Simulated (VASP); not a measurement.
A convergence study with VASP on Bi (space group R-3m): a few settings are varied, all else stays as given below, so the limit is that of these other settings.

```xyz
2
Lattice="4.1450 -2.2636 0.0000 4.1450 2.2636 0.0000 2.9088 0.0000 3.7207" Properties=species:S:1:pos:R:3 pbc="T T T"
Bi     2.6680     0.0000     0.8864
Bi     8.5783     0.0000     2.8501
```

These are PBEsol GGA, VASP's PBE PAW potentials (set 64) (plane waves; VASP) values and carry that method's errors. The last row used: 300 eV cut-off, 17×17×17 Γ-centred mesh shifted by (0.5, 0.5, 0.5), Gaussian smearing of 0.10 eV, potentials Bi_d.

```
setting        E (eV/atom)  pressure (GPa)  largest force (eV/Å)  irreducible k-points
-------------  -----------  --------------  --------------------  --------------------
2×2×2 mesh         -4.5810           -1.65                 0.266                     2
3×3×3 mesh         -4.2974           -1.07                 0.740                     6
4×4×4 mesh         -4.3200           -1.09                 0.292                    10
5×5×5 mesh         -4.3228           -1.11                 0.198                    19
6×6×6 mesh         -4.3156           -1.18                 0.094                    28
7×7×7 mesh         -4.3074           -1.04                 0.112                    44
8×8×8 mesh         -4.3085           -1.06                 0.037                    60
9×9×9 mesh         -4.3048           -1.05                 0.048                    85
10×10×10 mesh      -4.3042           -1.02                 0.031                   110
12×12×12 mesh          ___             ___                 0.021                   182
13×13×13 mesh      -4.3015           -1.00                 0.021                   231
14×14×14 mesh      -4.3012           -1.00                 0.017                   280
16×16×16 mesh          ___           -0.99                 0.017                   408
17×17×17 mesh      -4.3003           -0.99                 0.018                   489
```

Q: Some entries are withheld; supply them.

A: 
- 12×12×12 mesh, E (eV/atom): -4.3024
- 12×12×12 mesh, pressure (GPa): -1.01
- 16×16×16 mesh, E (eV/atom): -4.3005

Left out are rungs that failed or repeat a setting and relaxations that didn't move; long series are thinned to 24 rows.

The structure is a typed Bi crystal (space group no. 166). The cell was not relaxed at this level, forces remain on its atoms.
